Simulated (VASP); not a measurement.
C:

```
CELL_PARAMETERS angstrom
2.46729 0.00000 0.00000
-1.23365 2.13674 0.00000
0.00000 0.00000 7.80307
ATOMIC_POSITIONS crystal
C 0.00000 0.00000 0.25000
C 0.00000 0.00000 0.75000
C 0.33333 0.66667 0.25000
C 0.66667 0.33333 0.75000
```

* Program: VASP 6.6.1
* Task: relaxation of cell and atoms
* Functional: PBE
* Dispersion: D3(BJ)
* Potentials or basis: VASP PAW PBE potentials, release 64 (C)
* Cutoff: 700 eV
* k mesh: 15 × 15 × 4
* Occupations: gaussian, width 0.02 eV
* Spin: no spin polarisation

At the start: pressure -1.3 GPa; volume 10.28 Å³/atom.

Where does the relaxation end?

Over 14 steps the energy falls by 14.2 meV/atom and the volume is 8.81 Å³/atom (-14.3 %); space group P6_3/mmc (No. 194, to 0.05 Å).

Step by step:
```csv
step,energy change (eV),largest force (eV/Å),pressure (GPa),volume (Å³)
1,0.0000,0.0000,-1.29,41.14
2,-0.0031,0.0000,0.64,40.65
3,-0.0033,0.0000,1.21,40.51
4,-0.0044,0.0000,1.21,40.42
5,-0.0080,0.0000,1.20,40.17
6,-0.0150,0.0000,1.18,39.67
7,-0.0284,0.0000,1.16,38.65
8,-0.0498,0.0000,1.26,36.63
9,-0.0256,0.0000,2.63,32.58
10,-0.0551,0.0000,1.41,35.67
11,-0.0560,0.0000,1.53,35.08
12,-0.0524,0.0000,-3.40,35.66
13,-0.0568,0.0000,0.00,35.26
14,-0.0568,0.0000,0.02,35.25
```

Final structure:
```yaml
crystal:
  lattice:
    - [2.46491, 0.00000, 0.00000]
    - [-1.23246, 2.13468, 0.00000]
    - [0.00000, 0.00000, 6.69979]
  atoms:
    - { symbol: C, position: [0.00000, 0.00000, 0.25000] }
    - { symbol: C, position: [0.00000, 0.00000, 0.75000] }
    - { symbol: C, position: [0.33333, 0.66667, 0.25000] }
    - { symbol: C, position: [0.66667, 0.33333, 0.75000] }
```
